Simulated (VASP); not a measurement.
Level of theory: PW91 GGA, VASP's PBE PAW potentials (set 64) (plane waves; VASP 6.6.1).

Input for VASP

**POSCAR**
```
La
1.0
  1.9162873840  -3.3191073410   0.0000000000
  1.9162873840   3.3191073410   0.0000000000
  0.0000000000   0.0000000000  12.2727005377
La
4
direct
  0.0000000000   0.0000000000   0.5000000000
  0.0000000000   0.0000000000   0.0000000000
  0.3333330000   0.6666670000   0.2500000000
  0.6666670000   0.3333330000   0.7500000000
```

INCAR:
```
# general
SYSTEM =La
PREC   =Accurate
ENCUT  =520
LREAL  =F
LASPH  =T

# electronic loop
EDIFF  =1E-7
NELM   =100
ALGO   =Normal
LMAXMIX=6

# smearing
ISMEAR =1
SIGMA  =0.1

# functional
GGA    =91

# ions
IBRION =2
NSW    =30
ISIF   =4
EDIFFG =-0.01

# output
LWAVE  =F
LCHARG =F
```

File KPOINTS:
```
Automatic mesh
0
G
 9 9 3
```

POTCAR, in this order: La (PBE.64 set). Program: vasp_std.

### Question
Predict the energy per atom (σ→0), pressure, band gap (on the k-mesh).

### Answer

```yaml
energy per atom (σ→0): -4.931 eV/atom
band gap (on the k-mesh): none (metal, semimetal or under 0.01 eV)
pressure: -13.9 kbar
```

**OSZICAR**
```
...
DAV:  11    -0.197228001333E+02    0.93589E-04   -0.85557E-04  2280   0.230E-01    0.193E-02
DAV:  12    -0.197228101156E+02   -0.99823E-05   -0.10726E-04  2496   0.552E-02    0.440E-03
DAV:  13    -0.197228117395E+02   -0.16238E-05   -0.90436E-06  2048   0.180E-02    0.292E-03
DAV:  14    -0.197228113346E+02    0.40486E-06    0.92760E-07  1672   0.104E-02    0.797E-04
DAV:  15    -0.197228109705E+02    0.36406E-06    0.19058E-06  1272   0.566E-03    0.217E-04
DAV:  16    -0.197228108348E+02    0.13569E-06    0.11802E-06  1272   0.292E-03    0.104E-04
DAV:  17    -0.197228107707E+02    0.64131E-07    0.57795E-07  1248   0.297E-03
   1 F= -.19722811E+02 E0= -.19723102E+02  d E =-.197228E+02
```

The compound is La in the dhcp structure. This cell is one point of a volume scan, at 1.06 of the reference volume.
